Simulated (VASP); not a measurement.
# Hg3SbAs (Pm-3m) in VASP: further runs

Runs on Hg3SbAs. Level: PBE. Tasks: single point.

All numbers are computed with VASP 6.6.1; they aren't measurements. Logs are shortened: lines on timing, memory, paths and dates and some standing lists are left out, and cuts for length are marked.

## 1. Starting point

It takes space group Pm-3m (No. 221, cubic). Conventional cell: a = 6.440 Å, b = 6.440 Å, c = 6.440 Å, α = 90.00°, β = 90.00°, γ = 90.00°. Sb (site symmetry m-3m) is surrounded by 6 Hg at 3.22 Å. Around Hg (site symmetry 4/mmm) lie 2 Sb at 3.22 Å.

The cell comes from a database or a generator and needn't be the stable form of this composition.

## 2. Single point, PBE

INCAR

```
SYSTEM = Hg3SbAs
PREC     = Accurate       ! precision mode
ENCUT    = 520            ! plane-wave cutoff, eV
EDIFF    = 1E-7           ! SCF threshold, eV
ISMEAR   = 0              ! smearing method
SIGMA    = 0.05           ! smearing width, eV
LREAL    = .False.        ! projectors in reciprocal space
LASPH    = .True.         ! aspherical terms in the spheres
NELM     = 100            ! most SCF steps
ALGO     = Normal         ! electronic algorithm
ISIF     = 2              ! what is computed and relaxed
LWAVE    = .False.        ! write WAVECAR
LCHARG   = .True.         ! write CHGCAR
GGA      = PE             ! functional
LELF     = .True.         ! ELF
LVHAR    = .True.       
NBANDS   = 31             ! bands
```

KPOINTS

```
Automatic mesh
0
Gamma
  4 4 4
  0 0 0
```

POSCAR

```
Hg3SbAs
1.0
    6.4400000000      0.0000000000      0.0000000000
    0.0000000000      6.4400000000      0.0000000000
    0.0000000000      0.0000000000      6.4400000000
As Sb Hg
1 1 3
Direct
    0.0000000000      0.0000000000      0.0000000000
    0.5000000000      0.5000000000      0.5000000000
    0.5000000000      0.5000000000      0.0000000000
    0.5000000000      0.0000000000      0.5000000000
    0.0000000000      0.5000000000      0.5000000000
```

Potentials or basis: VASP PAW PBE potentials, release 64 (As, Sb, Hg).

On the command line:

```bash
> cat potpaw_PBE.64/As/POTCAR potpaw_PBE.64/Sb/POTCAR potpaw_PBE.64/Hg/POTCAR > POTCAR
> mpirun -np 1 vasp_std > vasp.out
```

OUTCAR:

```text
SYSTEM = Hg3SbAs
   PREC = Accurate
   ENCUT = 520
   EDIFF = 1E-7
   ISMEAR = 0
   LREAL = .False.
   LASPH = .True.
   NELM = 100
   ISIF = 2
   GGA = PE

 ion  position               nearest neighbor table
   1  0.000  0.000  0.000-
   2  0.500  0.500  0.500-   3 3.22   4 3.22   5 3.22   3 3.22   4 3.22   5 3.22
   3  0.500  0.500  0.000-   2 3.22   2 3.22
   4  0.500  0.000  0.500-   2 3.22   2 3.22
   5  0.000  0.500  0.500-   2 3.22   2 3.22

  LATTYP: Found a simple cubic cell.
 ALAT       =     6.4400000000

  Lattice vectors:

 A1 = (   6.4400000000,   0.0000000000,   0.0000000000)
 A2 = (   0.0000000000,   6.4400000000,   0.0000000000)
 A3 = (   0.0000000000,   0.0000000000,   6.4400000000)

Analysis of symmetry for initial positions (statically):
=====================================================================
 Subroutine PRICEL returns:
 Original cell was already a primitive cell.

 Routine SETGRP: Setting up the symmetry group for a
 simple cubic supercell.

 Subroutine GETGRP returns: Found 48 space group operations
 (whereof 48 operations were pure point group operations)
 out of a pool of 48 trial point group operations.

The static configuration has the point symmetry O_h .

Analysis of symmetry for dynamics (positions and initial velocities):
=====================================================================
 Subroutine PRICEL returns:
 Original cell was already a primitive cell.

 Routine SETGRP: Setting up the symmetry group for a
 simple cubic supercell.

 Subroutine GETGRP returns: Found 48 space group operations
 (whereof 48 operations were pure point group operations)
 out of a pool of 48 trial point group operations.

The dynamic configuration has the point symmetry O_h .

 Subroutine INISYM returns: Found 48 space group operations
 (whereof 48 operations are pure point group operations),
 and found     1 'primitive' translations

----------------------------------------------------------------------------------------

                                     Primitive cell

  volume of cell :     267.0900

  direct lattice vectors                    reciprocal lattice vectors
     6.440000000  0.000000000  0.000000000     0.155279503  0.000000000  0.000000000
     0.000000000  6.440000000  0.000000000     0.000000000  0.155279503  0.000000000
     0.000000000  0.000000000  6.440000000     0.000000000  0.000000000  0.155279503

  length of vectors
     6.440000000  6.440000000  6.440000000     0.155279503  0.155279503  0.155279503

  position of ions in fractional coordinates (direct lattice)
     0.000000000  0.000000000  0.000000000
     0.500000000  0.500000000  0.500000000
     0.500000000  0.500000000  0.000000000
     0.500000000  0.000000000  0.500000000
     0.000000000  0.500000000  0.500000000

  ion indices of the primitive-cell ions
   primitive index   ion index
                 1           1
                 2           2
                 3           3
                 4           4
                 5           5

----------------------------------------------------------------------------------------

 KPOINTS: Automatic mesh

Automatic generation of k-mesh.
 Grid dimensions read from file:
 generate k-points for:    4    4    4

 Generating k-lattice:

  Cartesian coordinates                     Fractional coordinates (reciprocal lattice)
     0.038819876  0.000000000  0.000000000     0.250000000  0.000000000  0.000000000
     0.000000000  0.038819876  0.000000000     0.000000000  0.250000000  0.000000000
     0.000000000  0.000000000  0.038819876     0.000000000  0.000000000  0.250000000

  Length of vectors
     0.038819876  0.038819876  0.038819876

  Shift w.r.t. Gamma in fractional coordinates (k-lattice)
     0.000000000  0.000000000  0.000000000

 Subroutine IBZKPT returns following result:
 ===========================================

 Found     10 irreducible k-points:

 Following reciprocal coordinates:
            Coordinates               Weight
  0.000000  0.000000  0.000000      1.000000
  0.250000  0.000000  0.000000      6.000000
  0.500000  0.000000  0.000000      3.000000
  0.250000  0.250000  0.000000     12.000000
  0.500000  0.250000  0.000000     12.000000
  0.500000  0.500000  0.000000      3.000000
  0.250000  0.250000  0.250000      8.000000
  0.500000  0.250000  0.250000     12.000000
  0.500000  0.500000  0.250000      6.000000
  0.500000  0.500000  0.500000      1.000000
   k-points           NKPTS =     10   k-points in BZ     NKDIM =     10   number of bands    NBANDS=     31
   number of dos      NEDOS =    301   number of ions     NIONS =      5
   total plane-waves  NPLWV = 110592
   dimension x,y,z NGX =    48 NGY =   48 NGZ =   48
   dimension x,y,z NGXF=    96 NGYF=   96 NGZF=   96
   ions per type =               1   1   3
   NGX,Y,Z   is equivalent  to a cutoff of  12.39, 12.39, 12.39 a.u.
   NGXF,Y,Z  is equivalent  to a cutoff of  24.78, 24.78, 24.78 a.u.
 SYSTEM =  Hg3SbAs
   PREC   = accura    normal or accurate (medium, high low for compatibility)
   ISTART =      0    job   : 0-new  1-cont  2-samecut
   ICHARG =      2    charge: 1-file 2-atom 10-const
   ISPIN  =      1    spin polarized calculation?
   LNONCOLLINEAR =      F non collinear calculations
   LSORBIT =      F    spin-orbit coupling
   LASPH  =      T    aspherical Exc in radial PAW
   ENCUT  =  520.0 eV  38.22 Ry    6.18 a.u.  11.97 11.97 11.97*2*pi/ulx,y,z
   NELM   =    100;   NELMIN=  2; NELMDL= -5     # of ELM steps
   EDIFF  = 0.1E-06   stopping-criterion for ELM
   LREAL  =      F    real-space projection
   EDIFFG = 0.1E-05   stopping-criterion for IOM
   NSW    =      0    number of steps for IOM
   IBRION =     -1    ionic relax: 0-MD 1-quasi-New 2-CG
   NFREE  =      0    steps in history (QN), initial steepest desc. (CG)
   ISIF   =      2    stress and relaxation
   ISYM   =      2    0-nonsym 1-usesym 2-fastsym
   POTIM  = 0.5000    time-step for ionic-motion
   TEBEG  =    0.0;   TEEND  =   0.0 temperature during run
   PSTRESS=    0.0 pullay stress
   NELECT =      46.0000    total number of electrons
   NUPDOWN=      -1.0000    fix difference up-down
   EMIN   =  10.00;   EMAX   =-10.00  energy-range for DOS
[... 5 lines left out ...]
     AMIX     =   0.40;   BMIX     =  1.00
     AMIX_MAG =   1.60;   BMIX_MAG =  1.00
  volume/ion in A,a.u.               =      53.42       360.48
  Fermi-wavevector in a.u.,A,eV,Ry     =   0.910839  1.721236 11.287768  0.829628
  Thomas-Fermi vector in A             =   2.035048
   LORBIT       =      0    0 simple, 1 ext, 2 COOP (PROOUT), +10 PAW based schemes
   GGA     = PE    functional components
[... 5 lines left out ...]
 non-spin polarized calculation
 Gauss-broadening in eV      SIGMA  =   0.05
  energy-cutoff  :      520.00
  volume of cell :      267.09
 maximum number of plane-waves:      7248
 NGX is ok and might be reduce to    48
   NGX = 23   NGY = 23   NGZ = 23

 number of electron      46.0000011 magnetization

 Free energy of the ion-electron system (eV)
  ---------------------------------------------------
  ext. energy  EPLUGINS =         0.00000000
  ---------------------------------------------------
  free energy    TOTEN  =        -4.35905257 eV

  energy without entropy =       -4.32170587  energy(sigma->0) =       -4.34037922

 E-fermi :  -0.7098     XC(G=0):  -6.7995

 val. band max:       -0.7239680994   @ k =   0.5000   0.0000   0.0000
 cond. band min:      -0.7009338316   @ k =   0.2500   0.0000   0.0000
 fundamental gap:      0.0230342678
 Fermi energy:        -0.7097893316

 k-point     1 :       0.0000    0.0000    0.0000
  band No.  band energies     occupation
      1     -10.1508      2.00000
      2      -9.8194      2.00000
      3      -6.8868      2.00000
      4      -6.8868      2.00000
      5      -6.8868      2.00000
      6      -6.8791      2.00000
[... 23 lines left out ...]
     30       3.7752      0.00000
     31       3.7752      0.00000

 k-point     2 :       0.2500    0.0000    0.0000
  band No.  band energies     occupation
      1     -10.0758      2.00000
      2      -9.8201      2.00000
      3      -6.9627      2.00000
      4      -6.8852      2.00000
      5      -6.8788      2.00000
      6      -6.8674      2.00000
[... 23 lines left out ...]
     30       3.2114      0.00000
     31       3.5232      0.00000

 k-point     3 :       0.5000    0.0000    0.0000
  band No.  band energies     occupation
      1      -9.9892      2.00000
      2      -9.8255      2.00000
      3      -7.0808      2.00000
      4      -6.8836      2.00000
      5      -6.8785      2.00000
      6      -6.8193      2.00000
[... 23 lines left out ...]
     30       2.9261      0.00000
     31       3.2937      0.00000

 k-point     4 :       0.2500    0.2500    0.0000
  band No.  band energies     occupation
      1      -9.9989      2.00000
      2      -9.8192      2.00000
      3      -6.9899      2.00000
      4      -6.9491      2.00000
      5      -6.8775      2.00000
      6      -6.8561      2.00000
[... 23 lines left out ...]
     30       3.1377      0.00000
     31       3.5007      0.00000

 k-point     5 :       0.5000    0.2500    0.0000
  band No.  band energies     occupation
      1      -9.9095      2.00000
      2      -9.8229      2.00000
      3      -7.0959      2.00000
      4      -6.9742      2.00000
      5      -6.8732      2.00000
      6      -6.8158      2.00000
[... 23 lines left out ...]
     30       3.0641      0.00000
     31       3.3188      0.00000

 k-point     6 :       0.5000    0.5000    0.0000
  band No.  band energies     occupation
      1      -9.8207      2.00000
      2      -9.8204      2.00000
      3      -7.1103      2.00000
      4      -7.1103      2.00000
      5      -6.8604      2.00000
      6      -6.8050      2.00000
[... 23 lines left out ...]
     30       3.3847      0.00000
     31       3.4884      0.00000

 k-point     7 :       0.2500    0.2500    0.2500
  band No.  band energies     occupation
      1      -9.9195      2.00000
      2      -9.8171      2.00000
      3      -7.0030      2.00000
      4      -7.0030      2.00000
      5      -6.8914      2.00000
      6      -6.8396      2.00000
[... 23 lines left out ...]
     30       4.0970      0.00000
     31       4.0970      0.00000

 k-point     8 :       0.5000    0.2500    0.2500
  band No.  band energies     occupation
      1      -9.8250      2.00000
      2      -9.8212      2.00000
      3      -7.1111      2.00000
      4      -7.0147      2.00000
      5      -6.9077      2.00000
      6      -6.8182      2.00000
[... 23 lines left out ...]
     30       3.5040      0.00000
     31       4.0089      0.00000

 k-point     9 :       0.5000    0.5000    0.2500
  band No.  band energies     occupation
      1      -9.8194      2.00000
      2      -9.7300      2.00000
      3      -7.1258      2.00000
      4      -7.1258      2.00000
      5      -6.9558      2.00000
      6      -6.8069      2.00000
[... 23 lines left out ...]
     30       3.4119      0.00000
     31       3.5812      0.00000

 k-point    10 :       0.5000    0.5000    0.5000
  band No.  band energies     occupation
      1      -9.8184      2.00000
      2      -9.6267      2.00000
      3      -7.1407      2.00000
      4      -7.1407      2.00000
      5      -7.1407      2.00000
      6      -6.8079      2.00000
[... 23 lines left out ...]
     30       3.3743      0.00000
     31       3.5941      0.00000

------------------------ aborting loop because EDIFF is reached ----------------------------------------

  FORCE on cell =-STRESS in cart. coord.  units (eV):
  Direction    XX          YY          ZZ          XY          YZ          ZX
  --------------------------------------------------------------------------------------
  -------------------------------------------------------------------------------------
  Total       -5.0185036     -5.0185036     -5.0185036      0.0000000      0.0000000     -0.0000000
  in kB      -30.1042091    -30.1042091    -30.1042091      0.0000000      0.0000000     -0.0000000
  external PRESSURE =     -30.1042091 kB  Pullay stress =       0.0000000 kB

 VOLUME and BASIS-vectors are now :
 -----------------------------------------------------------------------------
  energy-cutoff  :      520.00
  volume of cell :      267.09
      direct lattice vectors                 reciprocal lattice vectors
     6.440000000  0.000000000  0.000000000     0.155279503  0.000000000  0.000000000
     0.000000000  6.440000000  0.000000000     0.000000000  0.155279503  0.000000000
     0.000000000  0.000000000  6.440000000     0.000000000  0.000000000  0.155279503

 POSITION                                       TOTAL-FORCE (eV/Angst)
 -----------------------------------------------------------------------------------
      0.00000      0.00000      0.00000         0.000000      0.000000      0.000000
      3.22000      3.22000      3.22000         0.000000      0.000000      0.000000
      3.22000      3.22000      0.00000         0.000000      0.000000      0.000000
      3.22000      0.00000      3.22000         0.000000      0.000000      0.000000
      0.00000      3.22000      3.22000         0.000000      0.000000      0.000000
 -----------------------------------------------------------------------------------
    total drift:                                0.000000      0.000000     -0.000000

  FREE ENERGIE OF THE ION-ELECTRON SYSTEM (eV)
  ---------------------------------------------------
  free  energy   TOTEN  =        -4.3590525690 eV

  energy  without entropy=       -4.3217058687  energy(sigma->0) =       -4.34037922
```

Run time: 68 s. Hardware: 1 thread of AMD EPYC 9R45 (Zen 5), shared host; peak memory 0.33 GiB.

What came out:

- Free energy: -4.3591 eV
- Pressure: -3.0 GPa
- Band gap on the k mesh: none (metal or under the smearing width)

Levels at points of the mesh, in eV from the Fermi level:
```
           k point  band 19  band 20  band 21  band 22  band 23  band 24  band 25  band 26  band 27  band 28
(0.00, 0.00, 0.00)    -2.51    -2.44    -1.77    -1.77    -1.77     0.02     0.02     0.02     4.37     4.37
(0.50, 0.00, 0.00)    -2.61    -2.48    -1.59    -1.59    -0.01    -0.01     0.28     1.75     3.32     3.46
(0.50, 0.50, 0.00)    -3.75    -2.49    -1.44    -0.02    -0.02     0.08     1.67     1.86     1.86     3.20
(0.50, 0.50, 0.50)    -3.62    -3.62    -0.40    -0.40    -0.40     1.96     1.96     1.96     2.69     2.69
```

Spin-orbit coupling is left out, which matters for the levels of Hg, Sb.

## 3. Single point, PBE

This run uses another cell than the first one, of 49.45 Å³/atom, 0.926 times its volume.

INCAR

```
SYSTEM = Hg3SbAs
PREC = Accurate
ENCUT = 520
EDIFF = 1E-7
ISMEAR = 0
SIGMA = 0.05
LREAL = .FALSE.
LASPH = .TRUE.
NELM = 100
ALGO = Normal
ISIF = 2
LWAVE = .FALSE.
LCHARG = .TRUE.
GGA = PE
LELF = .TRUE.
LVHAR = .TRUE.
NBANDS = 31
```

KPOINTS

```
Automatic mesh
0
G
  4 4 4
  0 0 0
```

Changes to POSCAR since step 2:

```diff
@@ -2,5 +2,5 @@
 1.0
-    6.4400000000      0.0000000000      0.0000000000
-    0.0000000000      6.4400000000      0.0000000000
-    0.0000000000      0.0000000000      6.4400000000
+    6.2762885393      0.0000000000      0.0000000000
+    0.0000000000      6.2762885393      0.0000000000
+    0.0000000000      0.0000000000      6.2762885393
 As Sb Hg
```

Potentials or basis: VASP PAW PBE potentials, release 64 (As, Sb, Hg).

On the command line:

```bash
> cat potpaw_PBE.64/As/POTCAR potpaw_PBE.64/Sb/POTCAR potpaw_PBE.64/Hg/POTCAR > POTCAR
> mpirun -np 1 vasp_std > vasp.out
```

Wall time 59 s (1 thread of AMD EPYC 9R45 (Zen 5), shared host); peak memory 0.32 GiB.

Results (log left out):

* Free energy: -4.7371 eV
* Pressure: -3.1 GPa
* Band gap on the k mesh: none (metal or under the smearing width)

Levels at points of the mesh, in eV from the Fermi level:
```
           k point  band 20  band 21  band 22  band 23  band 24  band 25  band 26  band 27
(0.00, 0.00, 0.00)    -2.36    -2.01    -2.01    -2.01     0.02     0.02     0.02     4.41
(0.50, 0.00, 0.00)    -2.52    -1.79    -1.79    -0.02    -0.02     0.37     1.98     3.37
(0.50, 0.50, 0.00)    -2.51    -1.60    -0.02    -0.02     0.10     1.51     2.13     2.13
(0.50, 0.50, 0.50)    -3.78    -0.51    -0.51    -0.51     2.25     2.25     2.25     2.71
```

The run has no spin-orbit coupling, so splittings on Hg, Sb are missing.

## 4. Single point, PBE

This run uses another cell than the first one, of 50.76 Å³/atom, 0.950 times its volume.

INCAR

```
  PREC = Accurate
  ENCUT = 520
  EDIFF = 1E-7
  ISMEAR = 0
  SIGMA = 0.05
  LREAL = F
  LASPH = T
  NELM = 100
  ALGO = Normal
  ISIF = 2
  LWAVE = F
  LCHARG = F
  GGA = PE
  NBANDS = 31
```

KPOINTS

```
regular mesh
0
Gamma
  4 4 4
```

Changes to POSCAR since step 3:

```diff
@@ -2,5 +2,5 @@
 1.0
-    6.2762885393      0.0000000000      0.0000000000
-    0.0000000000      6.2762885393      0.0000000000
-    0.0000000000      0.0000000000      6.2762885393
+    6.3312154793      0.0000000000      0.0000000000
+    0.0000000000      6.3312154793      0.0000000000
+    0.0000000000      0.0000000000      6.3312154793
 As Sb Hg
```

On the command line:

```bash
> cat potpaw_PBE.64/As/POTCAR potpaw_PBE.64/Sb/POTCAR potpaw_PBE.64/Hg/POTCAR > POTCAR
> mpirun -np 1 vasp_std > vasp.out
```

It took 58 s on 1 thread of AMD EPYC 9R45 (Zen 5), shared host; peak memory 0.32 GiB.

It converged, with:

```
Free energy            : -4.6109 eV
Pressure               : -3.1 GPa
Band gap on the k mesh : none (metal or under the smearing width)
```

Levels at points of the mesh, in eV from the Fermi level:
| k point | band 19 | band 20 | band 21 | band 22 | band 23 | band 24 | band 25 | band 26 | band 27 | band 28 |
| --- | --- | --- | --- | --- | --- | --- | --- | --- | --- | --- |
| (0.00, 0.00, 0.00) | -2.54 | -2.39 | -1.93 | -1.93 | -1.93 | 0.02 | 0.02 | 0.02 | 4.39 | 4.39 |
| (0.50, 0.00, 0.00) | -2.63 | -2.51 | -1.72 | -1.72 | -0.02 | -0.02 | 0.34 | 1.90 | 3.35 | 3.42 |
| (0.50, 0.50, 0.00) | -3.88 | -2.50 | -1.55 | -0.02 | -0.02 | 0.09 | 1.56 | 2.04 | 2.04 | 3.16 |
| (0.50, 0.50, 0.50) | -3.73 | -3.73 | -0.47 | -0.47 | -0.47 | 2.15 | 2.15 | 2.15 | 2.70 | 2.70 |

The run has no spin-orbit coupling, so splittings on Hg, Sb are missing.

## 5. Overview

```tsv
cell	gap on the mesh (eV)	pressure (GPa)
Pm-3m, 53.42 Å³/atom	none	-3.0
Pm-3m, 49.45 Å³/atom	none	-3.1
Pm-3m, 50.76 Å³/atom	none	-3.1
```

Alike in all rows: task single point; level PBE; potentials or basis VASP PAW PBE potentials, release 64 (As, Sb, Hg); no spin polarisation; k mesh 4 × 4 × 4; cutoff (eV) 520; smearing gaussian 0.05 eV.

Every run on the cell as given and a fine mesh finds a metal.

Absolute energies hang on the potentials; compare differences alone.
